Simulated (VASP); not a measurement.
# Y2C in VASP: further runs

Runs on Y2C. Level: PBEsol. Tasks: single point.

All numbers are computed with VASP 6.6.1; they aren't measurements. Logs are shortened: lines on timing, memory, paths and dates and some standing lists are left out, and cuts for length are marked.

## (1) The slab as given

The cell holds a slab with vacuum, 6 atoms: a = 3.625 Å, b = 3.625 Å, c = 26.697 Å, α = 90.00°, β = 90.00°, γ = 120.00°.

## (2) Single point, PBEsol

File INCAR:

```
  PREC = Accurate
  ENCUT = 460
  EDIFF = 1E-7
  ISMEAR = 1
  SIGMA = 0.1
  LREAL = False
  LASPH = True
  NELM = 120
  ALGO = Normal
  ISIF = 2
  LWAVE = False
  LCHARG = False
  LDIPOL = True
  IDIPOL = 3
  DIPOL = 0.5 0.5 0.500
  GGA = PS
  NBANDS = 40
  LVHAR = True
  LVACPOTAV = True
```

File KPOINTS:

```
regular mesh
0
Gamma
  11 11 1
```

File POSCAR:

```
Y2C
1.0
    3.6248384738      0.0000000000      0.0000000000
   -1.8124192369      3.1392022029      0.0000000000
    0.0000000000      0.0000000000     26.6970909600
Y C
4 2
Direct
    0.0000000000      0.0000000000      0.3371153814
    0.3333333333      0.6666666667      0.4385905183
    0.6666666667      0.3333333333      0.5614094817
    0.0000000000      0.0000000000      0.6628846186
    0.6666666667      0.3333333333      0.3878529498
    0.3333333333      0.6666666667      0.6121470502
```

Potentials or basis: VASP PAW PBE potentials, release 64 (Y_sv, C).

Run with:

```bash
> cat potpaw_PBE.64/Y_sv/POTCAR potpaw_PBE.64/C/POTCAR > POTCAR
> mpirun -np 1 vasp_std > vasp.out
```

OUTCAR:

```text
PREC = Accurate
   ENCUT = 460
   EDIFF = 1E-7
   ISMEAR = 1
   LREAL = False
   LASPH = True
   NELM = 120
   ISIF = 2
   GGA = PS

 Found     16 irreducible k-points:

 Following reciprocal coordinates:
            Coordinates               Weight
  0.000000  0.000000  0.000000      1.000000
  0.090909  0.000000  0.000000      6.000000
  0.181818  0.000000  0.000000      6.000000
  0.272727 -0.000000  0.000000      6.000000
  0.363636  0.000000  0.000000      6.000000
  0.454545 -0.000000  0.000000      6.000000
   k-points           NKPTS =     16   k-points in BZ     NKDIM =     16   number of bands    NBANDS=     40
   number of dos      NEDOS =    301   number of ions     NIONS =      6
   total plane-waves  NPLWV = 150528
   dimension x,y,z NGX =    28 NGY =   28 NGZ =  192
   dimension x,y,z NGXF=    56 NGYF=   56 NGZF=  384
   ions per type =               4   2
   NGX,Y,Z   is equivalent  to a cutoff of  12.84, 12.84, 11.96 a.u.
   NGXF,Y,Z  is equivalent  to a cutoff of  25.68, 25.68, 23.91 a.u.
 SYSTEM =  unknown system
   PREC   = accura    normal or accurate (medium, high low for compatibility)
   ISTART =      0    job   : 0-new  1-cont  2-samecut
   ICHARG =      2    charge: 1-file 2-atom 10-const
   ISPIN  =      1    spin polarized calculation?
   LNONCOLLINEAR =      F non collinear calculations
   LSORBIT =      F    spin-orbit coupling
   LASPH  =      T    aspherical Exc in radial PAW
   ENCUT  =  460.0 eV  33.81 Ry    5.81 a.u.   6.34  6.34 46.69*2*pi/ulx,y,z
   NELM   =    120;   NELMIN=  2; NELMDL= -5     # of ELM steps
   EDIFF  = 0.1E-06   stopping-criterion for ELM
   LREAL  =      F    real-space projection
   EDIFFG = 0.1E-05   stopping-criterion for IOM
   NSW    =      0    number of steps for IOM
   IBRION =     -1    ionic relax: 0-MD 1-quasi-New 2-CG
   NFREE  =      0    steps in history (QN), initial steepest desc. (CG)
   ISIF   =      2    stress and relaxation
   ISYM   =      2    0-nonsym 1-usesym 2-fastsym
   POTIM  = 0.5000    time-step for ionic-motion
   TEBEG  =    0.0;   TEEND  =   0.0 temperature during run
   PSTRESS=    0.0 pullay stress
   NELECT =      52.0000    total number of electrons
   NUPDOWN=      -1.0000    fix difference up-down
   EMIN   =  10.00;   EMAX   =-10.00  energy-range for DOS
   EFERMI =   0.00;   METHOD = LEGACY
   ISMEAR =     1;   SIGMA  =   0.10  broadening in eV -4-tet -1-fermi 0-gaus
   EFERMI_NEDOS =   21; number of points for ismear=-14 and -15
   IALGO  =     38    algorithm
   IMIX   =      4    mixing-type and parameters
     AMIX     =   0.40;   BMIX     =  1.00
     AMIX_MAG =   1.60;   BMIX_MAG =  1.00
  volume/ion in A,a.u.               =      50.63       341.68
  Fermi-wavevector in a.u.,A,eV,Ry     =   0.908975  1.717714 11.241619  0.826236
  Thomas-Fermi vector in A             =   2.032965
   LORBIT       =      0    0 simple, 1 ext, 2 COOP (PROOUT), +10 PAW based schemes
   GGA     = PS    functional components
   LHFCALC =     F    Hartree Fock is set to
   AEXX    =    0.0000 exact exchange contribution
   IVDW    =     0    specifies the selected vdW correction
   LEPSILON=     F    determine dielectric tensor
   LRPA    =     F    only Hartree local field effects (RPA)
 non-spin polarized calculation
 Methfessel and Paxton  Order N= 1 SIGMA  =   0.10
  energy-cutoff  :      460.00
  volume of cell :      303.79
 maximum number of plane-waves:      6855
 NGX is ok and might be reduce to    28
   NGX = 13   NGY = 13   NGZ = 93

 dipolmoment           0.000000      0.000000     -0.000000 electrons x Angstroem

 number of electron      51.9999998 magnetization

 dipolmoment           0.000000      0.000000      0.000000 electrons x Angstroem

 Free energy of the ion-electron system (eV)
  ---------------------------------------------------
  ext. energy  EPLUGINS =         0.00000000
  ---------------------------------------------------
  free energy    TOTEN  =       -47.25441047 eV

  energy without entropy =      -47.24788968  energy(sigma->0) =      -47.25223687

 E-fermi :  -0.5087     XC(G=0):  -5.1799

 val. band max:       -0.5336666552   @ k =   0.2727  -0.0000   0.0000
 cond. band min:      -0.5077941056   @ k =   0.1818   0.0909   0.0000
 fundamental gap:      0.0258725496
 Fermi energy:        -0.5086820511

 k-point     1 :       0.0000    0.0000    0.0000
  band No.  band energies     occupation
      1     -42.9050      2.00000
      2     -42.9049      2.00000
      3     -42.4134      2.00000
      4     -42.4015      2.00000
      5     -23.1424      2.00000
      6     -23.1257      2.00000
[... 30 lines left out ...]
     37       2.9955      0.00000
     38       3.0829      0.00000

 k-point     2 :       0.0909    0.0000    0.0000
  band No.  band energies     occupation
      1     -42.9016      2.00000
      2     -42.9016      2.00000
      3     -42.4101      2.00000
      4     -42.3986      2.00000
      5     -23.1331      2.00000
      6     -23.1183      2.00000
[... 30 lines left out ...]
     37       3.0631      0.00000
     38       3.1144      0.00000

 k-point     3 :       0.1818    0.0000    0.0000
  band No.  band energies     occupation
      1     -42.8925      2.00000
      2     -42.8925      2.00000
      3     -42.4010      2.00000
      4     -42.3908      2.00000
      5     -23.1099      2.00000
      6     -23.1001      2.00000
[... 30 lines left out ...]
     37       3.1590      0.00000
     38       3.2570      0.00000

 k-point     4 :       0.2727   -0.0000    0.0000
  band No.  band energies     occupation
      1     -42.8806      2.00000
      2     -42.8806      2.00000
      3     -42.3890      2.00000
      4     -42.3806      2.00000
      5     -23.0925      2.00000
      6     -23.0887      2.00000
[... 30 lines left out ...]
     37       3.2186      0.00000
     38       3.5707      0.00000

 k-point     5 :       0.3636    0.0000    0.0000
  band No.  band energies     occupation
      1     -42.8696      2.00000
      2     -42.8696      2.00000
      3     -42.3776      2.00000
      4     -42.3715      2.00000
      5     -23.1452      2.00000
      6     -23.1440      2.00000
[... 30 lines left out ...]
     37       3.7864      0.00000
     38       4.0273      0.00000

 k-point     6 :       0.4545   -0.0000    0.0000
  band No.  band energies     occupation
      1     -42.8631      2.00000
      2     -42.8631      2.00000
      3     -42.3706      2.00000
      4     -42.3664      2.00000
      5     -23.2054      2.00000
      6     -23.2034      2.00000
[... 30 lines left out ...]
     37       3.8814      0.00000
     38       4.1263      0.00000

 [... further k-points ...]

 [bands above 38 left out]

------------------------ aborting loop because EDIFF is reached ----------------------------------------

  FORCE on cell =-STRESS in cart. coord.  units (eV):
  Direction    XX          YY          ZZ          XY          YZ          ZX
  --------------------------------------------------------------------------------------
  -------------------------------------------------------------------------------------
  Total       -4.4248902     -4.4248902     -2.6237028     -0.0000000     -0.0000000      0.0000000
  in kB      -23.3367937    -23.3367937    -13.8373629     -0.0000000     -0.0000000      0.0000000
  external PRESSURE =     -20.1703168 kB  Pullay stress =       0.0000000 kB

 VOLUME and BASIS-vectors are now :
 -----------------------------------------------------------------------------
  energy-cutoff  :      460.00
  volume of cell :      303.79
      direct lattice vectors                 reciprocal lattice vectors
     3.624838474  0.000000000  0.000000000     0.275874362  0.159276137  0.000000000
    -1.812419237  3.139202203  0.000000000     0.000000000  0.318552274  0.000000000
     0.000000000  0.000000000 26.697090960     0.000000000  0.000000000  0.037457265

 POSITION                                       TOTAL-FORCE (eV/Angst)
 -----------------------------------------------------------------------------------
      0.00000      0.00000      9.00000         0.000000      0.000000      0.786485
     -0.00000      2.09280     11.70909         0.000000     -0.000000     -0.318129
      1.81242      1.04640     14.98800        -0.000000      0.000000      0.318129
      0.00000      0.00000     17.69709         0.000000     -0.000000     -0.786485
      1.81242      1.04640     10.35455         0.000000      0.000000     -0.540915
     -0.00000      2.09280     16.34255        -0.000000     -0.000000      0.540915
 -----------------------------------------------------------------------------------
    total drift:                                0.000000     -0.000000      0.000000

  FREE ENERGIE OF THE ION-ELECTRON SYSTEM (eV)
  ---------------------------------------------------
  free  energy   TOTEN  =       -47.2544104693 eV

  energy  without entropy=      -47.2478896849  energy(sigma->0) =      -47.25223687

 vacuum level on the upper side and lower side of the slab         3.409         3.409
```

Wall time 5.9 min (1 thread of Intel Xeon Platinum 8559C (Emerald Rapids), shared host); peak memory 0.43 GiB.

The run converged, but some of its settings lie outside the range that counts as converged, so its numbers aren't taken as properties of the slab.

What came out:

```yaml
Free_energy: -47.2544 eV
Largest_force: 0.786 eV/Å
Band_gap_on_the_k_mesh: none (metal or under the smearing width)
Work_function_of_the_upper_face: 3.92 eV
Work_function_of_the_lower_face: 3.92 eV
```

Caveat: the cutoff is under 1.25 times the usual one of these potentials, so pressure, stress and relaxed cells hold a basis-set (Pulay) error; the PAW data sets were made with another functional, which shifts forces and pressure a little.

## (3) Single point, PBEsol

This run uses another cell than the first one, of 35.46 Å³/atom, 0.700 times its volume.

INCAR is that of step 2.

File KPOINTS:

```
regular mesh
0
Gamma
  16 16 1
```

File POSCAR:

```
Y2C
1.0
    3.6248384738      0.0000000000      0.0000000000
   -1.8124192369      3.1392022029      0.0000000000
    0.0000000000      0.0000000000     18.6970909600
Y C
4 2
Direct
    0.0000000000      0.0000000000      0.2674212802
    0.3333333333      0.6666666667      0.4123149947
    0.6666666667      0.3333333333      0.5876850053
    0.0000000000      0.0000000000      0.7325787198
    0.6666666667      0.3333333333      0.3398681374
    0.3333333333      0.6666666667      0.6601318626
```

Potentials or basis: VASP PAW PBE potentials, release 64 (Y_sv, C).

Run with:

```bash
> cat potpaw_PBE.64/Y_sv/POTCAR potpaw_PBE.64/C/POTCAR > POTCAR
> mpirun -np 1 vasp_std > vasp.out
```

OUTCAR:

```text
PREC = Accurate
   ENCUT = 460
   EDIFF = 1E-7
   ISMEAR = 1
   LREAL = False
   LASPH = True
   NELM = 120
   ISIF = 2
   GGA = PS

 Found     30 irreducible k-points:

 Following reciprocal coordinates:
            Coordinates               Weight
  0.000000  0.000000  0.000000      1.000000
  0.062500  0.000000  0.000000      6.000000
  0.125000  0.000000  0.000000      6.000000
  0.187500 -0.000000  0.000000      6.000000
  0.250000  0.000000  0.000000      6.000000
  0.312500  0.000000  0.000000      6.000000
   k-points           NKPTS =     30   k-points in BZ     NKDIM =     30   number of bands    NBANDS=     40
   number of dos      NEDOS =    301   number of ions     NIONS =      6
   total plane-waves  NPLWV = 109760
   dimension x,y,z NGX =    28 NGY =   28 NGZ =  140
   dimension x,y,z NGXF=    56 NGYF=   56 NGZF=  280
   ions per type =               4   2
   NGX,Y,Z   is equivalent  to a cutoff of  12.84, 12.84, 12.45 a.u.
   NGXF,Y,Z  is equivalent  to a cutoff of  25.68, 25.68, 24.90 a.u.
 SYSTEM =  unknown system
   PREC   = accura    normal or accurate (medium, high low for compatibility)
   ISTART =      0    job   : 0-new  1-cont  2-samecut
   ICHARG =      2    charge: 1-file 2-atom 10-const
   ISPIN  =      1    spin polarized calculation?
   LNONCOLLINEAR =      F non collinear calculations
   LSORBIT =      F    spin-orbit coupling
   LASPH  =      T    aspherical Exc in radial PAW
   ENCUT  =  460.0 eV  33.81 Ry    5.81 a.u.   6.34  6.34 32.70*2*pi/ulx,y,z
   NELM   =    120;   NELMIN=  2; NELMDL= -5     # of ELM steps
   EDIFF  = 0.1E-06   stopping-criterion for ELM
   LREAL  =      F    real-space projection
   EDIFFG = 0.1E-05   stopping-criterion for IOM
   NSW    =      0    number of steps for IOM
   IBRION =     -1    ionic relax: 0-MD 1-quasi-New 2-CG
   NFREE  =      0    steps in history (QN), initial steepest desc. (CG)
   ISIF   =      2    stress and relaxation
   ISYM   =      2    0-nonsym 1-usesym 2-fastsym
   POTIM  = 0.5000    time-step for ionic-motion
   TEBEG  =    0.0;   TEEND  =   0.0 temperature during run
   PSTRESS=    0.0 pullay stress
   NELECT =      52.0000    total number of electrons
   NUPDOWN=      -1.0000    fix difference up-down
   EMIN   =  10.00;   EMAX   =-10.00  energy-range for DOS
   EFERMI =   0.00;   METHOD = LEGACY
[... 16 lines left out ...]
 non-spin polarized calculation
 Methfessel and Paxton  Order N= 1 SIGMA  =   0.10
  energy-cutoff  :      460.00
  volume of cell :      212.76
 maximum number of plane-waves:      4803
 NGX is ok and might be reduce to    28
   NGX = 13   NGY = 13   NGZ = 65

 dipolmoment           0.000000      0.000000     -0.000000 electrons x Angstroem

 number of electron      51.9999999 magnetization

 dipolmoment           0.000000      0.000000      0.000000 electrons x Angstroem

 Free energy of the ion-electron system (eV)
  ---------------------------------------------------
  ext. energy  EPLUGINS =         0.00000000
  ---------------------------------------------------
  free energy    TOTEN  =       -47.25946697 eV

  energy without entropy =      -47.25669445  energy(sigma->0) =      -47.25854280

 E-fermi :   0.9521     XC(G=0):  -7.2488

 val. band max:        0.9506796860   @ k =   0.4375   0.1250   0.0000
 cond. band min:       0.9606923196   @ k =   0.2500   0.1250   0.0000
 fundamental gap:      0.0100126336
 Fermi energy:         0.9521346368

 k-point     1 :       0.0000    0.0000    0.0000
  band No.  band energies     occupation
      1     -41.4405      2.00000
      2     -41.4405      2.00000
      3     -40.9490      2.00000
      4     -40.9371      2.00000
      5     -21.6788      2.00000
      6     -21.6620      2.00000
[... 235 lines left out ...]
     37       4.9567      0.00000
     38       5.3149      0.00000

 [... further k-points ...]

 [bands above 38 left out]

------------------------ aborting loop because EDIFF is reached ----------------------------------------

  FORCE on cell =-STRESS in cart. coord.  units (eV):
  Direction    XX          YY          ZZ          XY          YZ          ZX
  --------------------------------------------------------------------------------------
  -------------------------------------------------------------------------------------
  Total       -4.4394900     -4.4394900     -2.7401233      0.0000000      0.0000000      0.0000000
  in kB      -33.4319471    -33.4319471    -20.6347255      0.0000000      0.0000000      0.0000000
  external PRESSURE =     -29.1662066 kB  Pullay stress =       0.0000000 kB

 VOLUME and BASIS-vectors are now :
 -----------------------------------------------------------------------------
  energy-cutoff  :      460.00
  volume of cell :      212.76
      direct lattice vectors                 reciprocal lattice vectors
     3.624838474  0.000000000  0.000000000     0.275874362  0.159276137  0.000000000
    -1.812419237  3.139202203  0.000000000     0.000000000  0.318552274  0.000000000
     0.000000000  0.000000000 18.697090960     0.000000000  0.000000000  0.053484256

 POSITION                                       TOTAL-FORCE (eV/Angst)
 -----------------------------------------------------------------------------------
      0.00000      0.00000      5.00000         0.000000      0.000000      0.811380
     -0.00000      2.09280      7.70909        -0.000000      0.000000     -0.338434
      1.81242      1.04640     10.98800         0.000000     -0.000000      0.338434
      0.00000      0.00000     13.69709         0.000000     -0.000000     -0.811380
      1.81242      1.04640      6.35455        -0.000000      0.000000     -0.549681
     -0.00000      2.09280     12.34255         0.000000     -0.000000      0.549681
 -----------------------------------------------------------------------------------
    total drift:                                0.000000      0.000000      0.000000

  FREE ENERGIE OF THE ION-ELECTRON SYSTEM (eV)
  ---------------------------------------------------
  free  energy   TOTEN  =       -47.2594669736 eV

  energy  without entropy=      -47.2566944512  energy(sigma->0) =      -47.25854280
```

OSZICAR:

```text
N       E                     dE             d eps       ncg     rms          rms(c)
DAV:   1     0.280551442014E+03    0.28055E+03   -0.23485E+04  2552   0.108E+03
DAV:   2    -0.254420893044E+02   -0.30599E+03   -0.29053E+03  2864   0.294E+02
DAV:   3    -0.573580885977E+02   -0.31916E+02   -0.31552E+02  3824   0.623E+01
[... 13 lines left out ...]
DAV:  17    -0.472593564083E+02   -0.39896E-04   -0.70871E-05  3288   0.243E-02    0.955E-02
DAV:  18    -0.472594457435E+02   -0.89335E-04   -0.13369E-04  2824   0.311E-02    0.675E-02
DAV:  19    -0.472594626161E+02   -0.16873E-04   -0.18151E-05  3264   0.114E-02    0.538E-02
DAV:  20    -0.472594630351E+02   -0.41898E-06   -0.41305E-06  3112   0.603E-03    0.252E-02
DAV:  21    -0.472594669995E+02   -0.39644E-05   -0.93096E-06  2672   0.763E-03    0.101E-02
DAV:  22    -0.472594669736E+02    0.25904E-07   -0.75567E-07  2576   0.241E-03
   1 F= -.47259467E+02 E0= -.47258543E+02  d E =-.277252E-02
```

stdout:

```text
POSCAR found type information on POSCAR Y C
 POSCAR found :  2 types and       6 ions
 scaLAPACK will be used
 -----------------------------------------------------------------------------
|                                                                             |
[... 39 lines left out ...]
|     field-free region was found. Please increase the size of  your cell     |
|     in the dimension of the dipole correction to obtain accurate            |
|     workfunction values.                                                    |
|                                                                             |
 -----------------------------------------------------------------------------
```

Run time: 5.4 min. Hardware: 1 thread of Intel Xeon Platinum 8559C (Emerald Rapids), shared host; peak memory 0.42 GiB.

These settings aren't checked as converged: the numbers below hold their error.

Results:

* Free energy: -47.2595 eV
* Largest force: 0.811 eV/Å
* Band gap on the k mesh: none (metal or under the smearing width)

Caveat: the cutoff is under 1.25 times the usual one of these potentials, so pressure, stress and relaxed cells hold a basis-set (Pulay) error; the PAW data sets were made with another functional, which shifts forces and pressure a little.
